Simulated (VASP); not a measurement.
Level of theory: RPBE GGA, VASP's PBE PAW potentials (set 64) (plane waves; VASP 6.6.1).

The input files of a VASP run:

**INCAR**
```
SYSTEM = Ni
PREC = Accurate; ENCUT = 520; LREAL = .FALSE.
LASPH = .TRUE.
EDIFF = 1E-7; NELM = 100; ALGO = Normal
LMAXMIX = 4
ISMEAR = 1; SIGMA = 0.1
GGA = RP
ISPIN = 2; MAGMOM = 0.6
ISIF = 2
LWAVE = .FALSE.; LCHARG = .FALSE.; LORBIT = 10
```

File KPOINTS:
```
Automatic
0
Gamma
18 18 18
```

**POSCAR**
```
Ni
1
    0.0000000000     1.7758171200     1.7758171200
    1.7758171200     0.0000000000     1.7758171200
    1.7758171200     1.7758171200     0.0000000000
Ni
1
Direct
  0.0000000000   0.0000000000   0.0000000000
```

POTCAR, in this order: Ni (PBE.64 set). Program: vasp_std.

Output of the run:

### OSZICAR
```
       N       E                     dE             d eps       ncg     rms          rms(c)
DAV:   1     0.234661365930E+02    0.23466E+02   -0.48518E+03  7196   0.141E+03
DAV:   2    -0.545395188148E+01   -0.28920E+02   -0.27903E+02  7097   0.166E+02
DAV:   3    -0.586849025331E+01   -0.41454E+00   -0.41282E+00  8211   0.265E+01
DAV:   4    -0.587244854845E+01   -0.39583E-02   -0.39578E-02  8028   0.226E+00
DAV:   5    -0.587255226332E+01   -0.10371E-03   -0.10371E-03  8137   0.312E-01    0.935E+00
DAV:   6    -0.528274865301E+01    0.58980E+00   -0.15938E+01  7363   0.641E+01    0.601E+00
DAV:   7    -0.496978362518E+01    0.31297E+00   -0.27598E+00  7402   0.251E+01    0.191E+00
DAV:   8    -0.495633194596E+01    0.13452E-01   -0.23000E-02  9500   0.182E+00    0.942E-01
DAV:   9    -0.495437867040E+01    0.19533E-02   -0.18751E-03 10352   0.464E-01    0.239E-01
DAV:  10    -0.495403409067E+01    0.34458E-03   -0.70665E-04  8485   0.228E-01    0.405E-02
DAV:  11    -0.495404482970E+01   -0.10739E-04   -0.27152E-05  9257   0.616E-02    0.366E-02
DAV:  12    -0.495404434141E+01    0.48830E-06   -0.83132E-07  7804   0.129E-02    0.998E-03
DAV:  13    -0.495404468481E+01   -0.34340E-06   -0.60683E-07  7319   0.853E-03    0.151E-03
DAV:  14    -0.495404464705E+01    0.37765E-07   -0.98076E-09  3666   0.125E-03
   1 F= -.49540446E+01 E0= -.49542179E+01  d E =0.519660E-03  mag=     0.6210
```

OUTCAR:
```
------------------------ aborting loop because EDIFF is reached ----------------------------------------
  FORCE on cell =-STRESS in cart. coord.  units (eV):
  Direction    XX          YY          ZZ          XY          YZ          ZX
  --------------------------------------------------------------------------------------
  Total        0.0075291      0.0075291      0.0075291      0.0000000      0.0000000      0.0000000
  in kB        1.0770315      1.0770315      1.0770315      0.0000000      0.0000000      0.0000000
  external PRESSURE =       1.0770315 kB  Pullay stress =       0.0000000 kB
  volume of cell :       11.20
      direct lattice vectors                 reciprocal lattice vectors
     0.000000000  1.775817120  1.775817120    -0.281560525  0.281560525  0.281560525
     1.775817120  0.000000000  1.775817120     0.281560525 -0.281560525  0.281560525
     1.775817120  1.775817120  0.000000000     0.281560525  0.281560525 -0.281560525
 POSITION                                       TOTAL-FORCE (eV/Angst)
 -----------------------------------------------------------------------------------
      0.00000      0.00000      0.00000         0.000000      0.000000      0.000000
 -----------------------------------------------------------------------------------
    total drift:                               -0.000000     -0.000000     -0.000000
  FREE ENERGIE OF THE ION-ELECTRON SYSTEM (eV)
  ---------------------------------------------------
  free  energy   TOTEN  =        -4.9540446470 eV

  energy  without entropy=       -4.9545643069  energy(sigma->0) =       -4.95421787

 total charge

# of ion       s       p       d       tot
------------------------------------------
    1        0.483   0.472   8.298   9.253

 magnetization (x)

# of ion       s       p       d       tot
------------------------------------------
    1       -0.008  -0.027   0.672   0.637
```
(Selected blocks of OUTCAR.)

OUTCAR:
```
 val. band max:        9.1276520057   @ k =   0.4444   0.2222   0.0556

 cond. band min:       9.1350508492   @ k =  -0.3889   0.2778   0.0000


 Fermi energy:         9.1340656895

 spin component 1

 k-point     1 :       0.0000    0.0000    0.0000
  band No.  band energies     occupation
      1       0.3337      1.00000
      2       6.7473      1.00000
      3       6.7473      1.00000
      4       6.7473      1.00000
      5       7.8907      1.00000
      6       7.8907      1.00000
      7      32.5614      0.00000
      8      36.2700      0.00000
      9      36.2700      0.00000

 k-point     2 :       0.0556    0.0000    0.0000
  band No.  band energies     occupation
      1       0.4520      1.00000
      2       6.7177      1.00000
      3       6.7731      1.00000
      4       6.7731      1.00000
      5       7.8797      1.00000
      6       7.8797      1.00000
      7      32.1613      0.00000
      8      34.7314      0.00000
      9      35.9654      0.00000

 k-point     3 :       0.1111    0.0000    0.0000
  band No.  band energies     occupation
      1       0.8019      1.00000
      2       6.6377      1.00000
      3       6.8413      1.00000
      4       6.8413      1.00000
      5       7.8556      1.00000
      6       7.8556      1.00000
      7      30.2454      0.00000
      8      33.6442      0.00000
      9      35.3716      0.00000

 k-point     4 :       0.1667    0.0000    0.0000
  band No.  band energies     occupation
      1       1.3663      1.00000
      2       6.5338      1.00000
      3       6.9221      1.00000
      4       6.9221      1.00000
      5       7.8466      1.00000
      6       7.8466      1.00000
      7      27.4730      0.00000
      8      33.2633      0.00000
      9      34.7861      0.00000

 k-point     5 :       0.2222    0.0000    0.0000
  band No.  band energies     occupation
      1       2.1075      1.00000
...
```

The compound is Ni in the fcc structure. It was relaxed first.
